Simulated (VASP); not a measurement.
A run of VASP 6.6.1 is set up as follows.

INCAR

```
SYSTEM = MgScAlO4
PREC = Accurate ; ENCUT = 560
EDIFF = 1E-6 ; ISMEAR = -1
SIGMA = 0.05 ; LREAL = .FALSE.
LASPH = .TRUE. ; NELM = 80
ALGO = Normal ; ISIF = 3
LWAVE = .FALSE. ; LCHARG = .FALSE.
GGA = PS ; IBRION = 2
NSW = 60 ; EDIFFG = -0.01
KPAR = 4
```

Contents of KPOINTS:

```
regular mesh
0
G
  6 6 6
  0 0 0
```

The input POSCAR:

```
MgScAlO4
1.0
    1.6342874651      0.9435563079      8.3566713346
   -1.6342874651      0.9435563079      8.3566713346
    0.0000000000     -1.8871126159      8.3566713346
Mg Sc Al O
1 1 1 4
Direct
    0.7831530000      0.7831530000      0.7831530000
    0.9954016700      0.9954016700      0.9954016700
    0.2132843300      0.2132843300      0.2132843300
    0.8789923300      0.8789923300      0.8789923300
    0.1382220000      0.1382220000      0.1382220000
    0.7031193300      0.7031193300      0.7031193300
    0.2875240000      0.2875240000      0.2875240000
```

Potentials or basis: VASP PAW PBE potentials, release 64 (Mg, Sc_sv, Al, O).

Run with:

```console
$ cat potpaw_PBE.64/Mg/POTCAR potpaw_PBE.64/Sc_sv/POTCAR potpaw_PBE.64/Al/POTCAR potpaw_PBE.64/O/POTCAR > POTCAR
$ mpirun -np 4 vasp_std > vasp.out
```

Task: Estimate the space group after relaxing (to 0.05 Å).

Result: R3m (No. 160).

Task: What does it give for the relaxed cell?

Result: a = 8.485 Å, b = 8.485 Å, c = 8.485 Å, α = 22.02°, β = 22.02°, γ = 22.02°.

Final structure:
```
Mg Sc Al O
1.0
     1.62058    0.93565    8.27650
    -1.62058    0.93565    8.27650
     0.00000   -1.87129    8.27650
Mg Sc Al O
1 1 1 4
Direct
  0.78277 0.78277 0.78277
  0.99549 0.99549 0.99549
  0.21328 0.21328 0.21328
  0.87919 0.87919 0.87919
  0.13800 0.13800 0.13800
  0.70309 0.70309 0.70309
  0.28788 0.28788 0.28788
```
